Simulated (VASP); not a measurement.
Consider the following.

```
KF
1.0
    0.00000     2.68293     2.68293
    2.68293     0.00000     2.68293
    2.68293     2.68293     0.00000
K F
1 1
Direct
  0.00000   0.00000   0.00000
  0.50000   0.50000   0.50000
```

Method: HSE06 screened hybrid, VASP's PBE PAW potentials (set 64) (plane waves; VASP). Run with 520 eV cut-off, 6×6×6 Γ-centred mesh, Gaussian smearing of 0.050 eV, potentials K_sv F.

Problem. What does the run give for the energy per atom (σ→0), band gap (on the k-mesh) with the smallest direct gap where there is one?

Solution. 
| Quantity | Value |
|---|---|
| band gap (on the k-mesh) | 8.12 eV |
| smallest direct gap (on the k-mesh) | 8.12 eV |
| energy per atom (σ→0) | -4.991 eV/atom |

Only differences to runs with the same potentials and settings are physical.

The compound is KF in the rock salt structure. This cell is one point of a volume scan, at 0.97 of the reference volume. The cell's shape comes from a PBE relaxation.
